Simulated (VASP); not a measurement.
These are PBE GGA + U (Dudarev), VASP's PBE PAW potentials (set 64) (plane waves; VASP) values and carry that method's errors.

A VASP calculation is set up with these files.

POSCAR:
```
Pt3Ti
1
    3.9200000000     0.0000000000     0.0000000000
    0.0000000000     3.9200000000     0.0000000000
    0.0000000000     0.0000000000     3.9200000000
Ti Pt
1 3
Direct
  0.0000000000   0.0000000000   0.0000000000
  0.0000000000   0.5000000000   0.5000000000
  0.5000000000   0.0000000000   0.5000000000
  0.5000000000   0.5000000000   0.0000000000
```

KPOINTS:
```
Automatic mesh
0
Gamma
7 7 7
0 0 0
```

### INCAR
```
! general
SYSTEM     =  Pt3Ti
PREC       =  Accurate
ENCUT      =  400
LREAL      =  F
LASPH      =  T

! electronic loop
EDIFF      =  1E-6
NELM       =  100
ALGO       =  Normal
LMAXMIX    =  6

! smearing
ISMEAR     =  1
SIGMA      =  0.1

! functional
GGA        =  PE

! DFT+U
LDAU       =  T
LDAUTYPE   =  2
LDAUL      =  2 -1
LDAUU      =  3.0 0
LDAUJ      =  0 0
LDAUPRINT  =  1

! ions
ISIF       =  2

! output
LWAVE      =  F
LCHARG     =  F
LORBIT     =  10
```

POTCAR, in this order: Ti_sv Pt (PBE.64 set). Program: vasp_std.

Output

**OUTCAR**
```
 ion  position               nearest neighbor table
   1  0.000  0.000  0.000-   2 2.77   3 2.77   4 2.77   2 2.77   3 2.77   2 2.77   4 2.77   2 2.77
                             3 2.77   4 2.77   3 2.77   4 2.77
   2  0.000  0.500  0.500-   1 2.77   3 2.77   4 2.77   1 2.77   4 2.77   1 2.77   3 2.77   1 2.77
                             3 2.77   4 2.77   4 2.77   3 2.77
   3  0.500  0.000  0.500-   1 2.77   2 2.77   4 2.77   1 2.77   4 2.77   2 2.77   4 2.77   4 2.77
                             1 2.77   2 2.77   1 2.77   2 2.77
   4  0.500  0.500  0.000-   1 2.77   2 2.77   3 2.77   2 2.77   3 2.77   1 2.77   3 2.77   3 2.77
                             1 2.77   2 2.77   2 2.77   1 2.77
  LATTYP: Found a simple cubic cell.
 ALAT       =     3.9200000000
 Subroutine PRICEL returns:
 Original cell was already a primitive cell.
 Subroutine GETGRP returns: Found 48 space group operations
The static configuration has the point symmetry O_h .
The dynamic configuration has the point symmetry O_h .
 Subroutine INISYM returns: Found 48 space group operations
 Subroutine IBZKPT returns following result:
 Found     20 irreducible k-points:

 Following reciprocal coordinates:
            Coordinates               Weight
  0.000000  0.000000  0.000000      1.000000
  0.142857  0.000000  0.000000      6.000000
  0.285714  0.000000  0.000000      6.000000
  0.428571  0.000000  0.000000      6.000000
  0.142857  0.142857  0.000000     12.000000
  0.285714  0.142857  0.000000     24.000000
  0.428571  0.142857  0.000000     24.000000
  0.285714  0.285714  0.000000     12.000000
  0.428571  0.285714  0.000000     24.000000
  0.428571  0.428571  0.000000     12.000000
  0.142857  0.142857  0.142857      8.000000
  0.285714  0.142857  0.142857     24.000000
  0.428571  0.142857  0.142857     24.000000
  0.285714  0.285714  0.142857     24.000000
  0.428571  0.285714  0.142857     48.000000
  0.428571  0.428571  0.142857     24.000000
  0.285714  0.285714  0.285714      8.000000
  0.428571  0.285714  0.285714     24.000000
  0.428571  0.428571  0.285714     24.000000
  0.428571  0.428571  0.428571      8.000000
   k-points           NKPTS =     20   k-points in BZ     NKDIM =     20   number of bands    NBANDS=     25
   number of dos      NEDOS =    301   number of ions     NIONS =      4
   total plane-waves  NPLWV =  21952
   dimension x,y,z NGX =    28 NGY =   28 NGZ =   28
   dimension x,y,z NGXF=    56 NGYF=   56 NGZF=   56
   ions per type =               1   3
   PREC   = accura    normal or accurate (medium, high low for compatibility)
   ISTART =      0    job   : 0-new  1-cont  2-samecut
   ICHARG =      2    charge: 1-file 2-atom 10-const
   ISPIN  =      1    spin polarized calculation?
   LNONCOLLINEAR =      F non collinear calculations
   LSORBIT =      F    spin-orbit coupling
   INIWAV =      1    electr: 0-lowe 1-rand  2-diag
   ENCUT  =  400.0 eV  29.40 Ry    5.42 a.u.   6.39  6.39  6.39*2*pi/ulx,y,z
   NELM   =    100;   NELMIN=  2; NELMDL= -5     # of ELM steps
   EDIFF  = 0.1E-05   stopping-criterion for ELM
   LREAL  =      F    real-space projection
   NLSPLINE    = F    spline interpolate recip. space projectors
   LMAXMIX     =    6 max onsite mixed and CHGCAR
   VOSKOWN=      0    Vosko Wilk Nusair interpolation
   EDIFFG = 0.1E-04   stopping-criterion for IOM
   NSW    =      0    number of steps for IOM
   NBLOCK =      1;   KBLOCK =      1    inner block; outer block
   IBRION =     -1    ionic relax: 0-MD 1-quasi-New 2-CG
   NFREE  =      0    steps in history (QN), initial steepest desc. (CG)
   ISIF   =      2    stress and relaxation
   ISYM   =      2    0-nonsym 1-usesym 2-fastsym
   TEIN   =    0.0    initial temperature
   TEBEG  =    0.0;   TEEND  =   0.0 temperature during run
   SMASS  =  -3.00    Nose mass-parameter (am)
   PSTRESS=    0.0 pullay stress
   NELECT =      42.0000    total number of electrons
   EFERMI =   0.00;   METHOD = LEGACY
...
```

File OSZICAR:
```
       N       E                     dE             d eps       ncg     rms          rms(c)
DAV:   1     0.338317838758E+03    0.33832E+03   -0.18327E+04  1000   0.150E+03
DAV:   2    -0.618450962460E+00   -0.33894E+03   -0.33247E+03  1099   0.406E+02
DAV:   3    -0.302427006223E+02   -0.29624E+02   -0.28779E+02  1434   0.103E+02
DAV:   4    -0.310803300140E+02   -0.83763E+00   -0.83481E+00  1183   0.184E+01
DAV:   5    -0.311058363119E+02   -0.25506E-01   -0.25475E-01  1469   0.313E+00    0.218E+01
DAV:   6    -0.285695930249E+02    0.25362E+01   -0.23369E+01  1405   0.358E+01    0.133E+01
DAV:   7    -0.282377067176E+02    0.33189E+00   -0.26148E+01  1407   0.318E+01    0.973E+00
DAV:   8    -0.274357955900E+02    0.80191E+00   -0.21868E+00  1421   0.116E+01    0.372E+00
DAV:   9    -0.274506945021E+02   -0.14899E-01   -0.14947E+00  1487   0.644E+00    0.259E+00
DAV:  10    -0.273794963621E+02    0.71198E-01   -0.52179E-01  1441   0.488E+00    0.331E-01
DAV:  11    -0.273811097508E+02   -0.16134E-02   -0.17224E-02  1390   0.919E-01    0.351E-01
DAV:  12    -0.273800054460E+02    0.11043E-02   -0.61481E-03  1425   0.464E-01    0.453E-02
DAV:  13    -0.273800244296E+02   -0.18984E-04   -0.11812E-04  1185   0.766E-02    0.135E-02
DAV:  14    -0.273800244197E+02    0.99262E-08   -0.47392E-05  1464   0.491E-02    0.138E-02
DAV:  15    -0.273800226774E+02    0.17423E-05   -0.10536E-05  1337   0.250E-02    0.807E-04
DAV:  16    -0.273800227644E+02   -0.87079E-07   -0.12551E-07   618   0.262E-03
   1 F= -.27380023E+02 E0= -.27380404E+02  d E =0.114326E-02
```

### OUTCAR
```
------------------------ aborting loop because EDIFF is reached ----------------------------------------
  FORCE on cell =-STRESS in cart. coord.  units (eV):
  Direction    XX          YY          ZZ          XY          YZ          ZX
  --------------------------------------------------------------------------------------
  Total        2.8081554      2.8081554      2.8081554      0.0000000      0.0000000     -0.0000000
  in kB       74.6919028     74.6919028     74.6919028      0.0000000      0.0000000     -0.0000000
  external PRESSURE =      74.6919028 kB  Pullay stress =       0.0000000 kB
  volume of cell :       60.24
      direct lattice vectors                 reciprocal lattice vectors
     3.920000000  0.000000000  0.000000000     0.255102041  0.000000000  0.000000000
     0.000000000  3.920000000  0.000000000     0.000000000  0.255102041  0.000000000
     0.000000000  0.000000000  3.920000000     0.000000000  0.000000000  0.255102041
 POSITION                                       TOTAL-FORCE (eV/Angst)
 -----------------------------------------------------------------------------------
      0.00000      0.00000      0.00000         0.000000      0.000000      0.000000
      0.00000      1.96000      1.96000         0.000000      0.000000      0.000000
      1.96000      0.00000      1.96000         0.000000      0.000000      0.000000
      1.96000      1.96000      0.00000         0.000000      0.000000      0.000000
 -----------------------------------------------------------------------------------
    total drift:                                0.000000      0.000000      0.000000
  FREE ENERGIE OF THE ION-ELECTRON SYSTEM (eV)
  ---------------------------------------------------
  free  energy   TOTEN  =       -27.3800227644 eV

  energy  without entropy=      -27.3811660224  energy(sigma->0) =      -27.38040385

 total charge

# of ion       s       p       d       tot
------------------------------------------
    1        2.220   6.169   1.663  10.052
    2        0.694   0.667   8.076   9.437
    3        0.694   0.667   8.076   9.437
    4        0.694   0.667   8.076   9.437
--------------------------------------------------
tot          4.302   8.170  25.890  38.362
```
(Selected blocks of OUTCAR.)

**OUTCAR**
```
 val. band max:       11.7200104321   @ k =   0.4286   0.0000   0.0000

 cond. band min:      11.8247292722   @ k =   0.4286   0.1429   0.1429


 Fermi energy:        11.7536451600

 k-point     1 :       0.0000    0.0000    0.0000
  band No.  band energies     occupation
      1     -47.4198      2.00000
      2     -23.6049      2.00000
      3     -23.6049      2.00000
      4     -23.6049      2.00000
      5       1.5400      2.00000
      6       4.4013      2.00000
      7       4.7842      2.00000
      8       4.7842      2.00000
      9       5.0885      2.00000
     10       5.0885      2.00000
     11       5.0885      2.00000
     12       8.1376      2.00000
     13       8.1376      2.00000
     14       8.1376      2.00000
     15      10.0383      2.00000
     16      10.0383      2.00000
     17      11.1436      2.00000
     18      11.7166      1.58166
     19      11.7166      1.58166
     20      11.7166      1.58166
     21      13.1482     -0.00000
     22      13.1482     -0.00000
     23      13.1482     -0.00000
     24      13.2495     -0.00000
     25      13.2495     -0.00000

 k-point     2 :       0.1429    0.0000    0.0000
  band No.  band energies     occupation
      1     -47.4204      2.00000
      2     -23.6095      2.00000
      3     -23.6057      2.00000
      4     -23.6057      2.00000
      5       1.8048      2.00000
      6       4.5658      2.00000
      7       4.8685      2.00000
      8       5.0052      2.00000
      9       5.1847      2.00000
     10       5.2487      2.00000
     11       5.2487      2.00000
     12       7.9791      2.00000
     13       8.2084      2.00000
     14       8.2084      2.00000
     15       9.8088      2.00000
     16      10.0668      2.00000
     17      10.7130      2.00000
     18      10.7130      2.00000
     19      10.9026      2.00000
     20      11.7172      1.57352
     21      11.8811     -0.07019
     22      12.8057     -0.00000
     23      12.8057     -0.00000
...
```

Unless said otherwise, spin-orbit coupling is left out, though it shifts the bands of the heavy elements here.

The compound is Pt3Ti in the L1_2 structure. The cell was not relaxed at this level. The run is one of a series of settings (LDAU = .TRUE., LDAUJ = 0 0, LDAUL = 2 -1, LDAUTYPE = 2, LDAUU = 3.0 0 against the base run), some of them coarse on purpose.
